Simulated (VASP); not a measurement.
All values below come from RPBE GGA, VASP's PBE PAW potentials (set 64) (plane waves; VASP 6.6.1).

Input for VASP

INCAR:
```
# general
SYSTEM   =  FeAl
PREC     =  Accurate
ENCUT    =  520   # plane-wave cut-off (eV)
LREAL    =  F
LASPH    =  T

# electronic loop
EDIFF    =  1E-6   # SCF stop (eV)
NELM     =  100   # most electronic steps
ALGO     =  Normal   # blocked Davidson
LMAXMIX  =  4

# smearing
ISMEAR   =  1   # Methfessel-Paxton
SIGMA    =  0.1   # width (eV)

# functional
GGA      =  RP   # RPBE

# ions
IBRION   =  2   # conjugate gradients
NSW      =  60   # most ionic steps
ISIF     =  3
EDIFFG   =  -0.01

# output
LWAVE    =  F
LCHARG   =  F
```

**KPOINTS**
```
Regular mesh
0
G
  11 11 11
0 0 0
```

**POSCAR**
```
FeAl
1.0
  2.9100000000   0.0000000000   0.0000000000
  0.0000000000   2.9100000000   0.0000000000
  0.0000000000   0.0000000000   2.9100000000
Al Fe
1 1
Direct
  0.5000000000   0.5000000000   0.5000000000
  0.0000000000   0.0000000000   0.0000000000
```

POTCAR, in this order: Al Fe (PBE.64 set). Program: vasp_std.

Energy and stress use the plane-wave basis of the starting cell.

Predict the energy per atom (σ→0), volume per atom, band gap (on the k-mesh).

```yaml
energy per atom (σ→0): -5.901 eV/atom
band gap (on the k-mesh): none (metal, semimetal or under 0.01 eV)
volume_per_atom: 12.06 Å³/atom
```

**OSZICAR**
```
...
DAV:   1    -0.118410938296E+02   -0.42817E-01   -0.70122E-01  1051   0.162E+01    0.182E+00
DAV:   2    -0.118868320776E+02   -0.45738E-01   -0.16123E+00  1222   0.195E+01    0.238E+00
DAV:   3    -0.118025100309E+02    0.84322E-01   -0.61204E-01  1198   0.122E+01    0.218E-01
DAV:   4    -0.118019309059E+02    0.57912E-03   -0.19441E-03  1037   0.421E-01    0.691E-02
DAV:   5    -0.118018893370E+02    0.41569E-04   -0.21191E-04  1405   0.184E-01    0.155E-02
DAV:   6    -0.118018924577E+02   -0.31207E-05   -0.50989E-06  1048   0.388E-02    0.297E-03
DAV:   7    -0.118018926399E+02   -0.18215E-06   -0.12234E-07   531   0.513E-03
   3 F= -.11801893E+02 E0= -.11801985E+02  d E =-.578341E-02
```

The compound is FeAl in the CsCl type structure. This run relaxes it. Symmetry was kept, so distortions that lower it aren't found. The run is not spin-polarised, so no magnetic state was tried. The electron count is odd and the run is not spin-polarised, which forces a metal.
